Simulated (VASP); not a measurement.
These are PBE GGA, VASP's PBE PAW potentials (set 64) (plane waves; VASP) values and carry that method's errors.

The input files of a VASP run:

**KPOINTS**
```
K-points
0
gamma
8 8 8
0 0 0
```

File POSCAR:
```
ZnS
1
    0.0000000000     2.7591000000     2.7591000000
    2.7591000000     0.0000000000     2.7591000000
    2.7591000000     2.7591000000     0.0000000000
Zn S
1 1
Direct
  0.0000000000   0.0000000000   0.0000000000
  0.2500000000   0.2500000000   0.2500000000
```

INCAR:
```
ALGO = Normal
EDIFF = 1E-6
ENCUT = 725
GGA = PE
ISIF = 2
ISMEAR = 0
LASPH = .TRUE.
LCHARG = .FALSE.
LMAXMIX = 4
LREAL = .FALSE.
LWAVE = .FALSE.
NELM = 100
PREC = Accurate
SIGMA = 0.05
SYSTEM = ZnS
```

POTCAR, in this order: Zn S (PBE.64 set). Program: vasp_std.

### Question
Predict the energy per atom (σ→0), pressure, band gap (on the k-mesh).

### Answer

The energy per atom (σ→0) is -3.420 eV/atom. The band gap (on the k-mesh) comes out as 1.84 eV. The pressure comes out as -24.5 kbar.

**OSZICAR**
```
...
DAV:   7    -0.683986847412E+01    0.14357E-01   -0.31392E-01   794   0.543E+00    0.253E+00
DAV:   8    -0.683937602460E+01    0.49245E-03   -0.55802E-03   874   0.690E-01    0.714E-01
DAV:   9    -0.683970664741E+01   -0.33062E-03   -0.97397E-04   852   0.349E-01    0.128E-01
DAV:  10    -0.683985427007E+01   -0.14762E-03   -0.18940E-04   844   0.131E-01    0.578E-02
DAV:  11    -0.683988083978E+01   -0.26570E-04   -0.40263E-05   832   0.842E-02    0.750E-03
DAV:  12    -0.683988226073E+01   -0.14210E-05   -0.31000E-06   879   0.237E-02    0.634E-03
DAV:  13    -0.683988211075E+01    0.14998E-06   -0.38199E-07   562   0.149E-02
   1 F= -.68398821E+01 E0= -.68398821E+01  d E =-.119710E-11
```

The compound is ZnS in the zinc blende structure. The cell was not relaxed at this level. The run is one of a series of settings (ENCUT = 725 against the base run), some of them coarse on purpose.
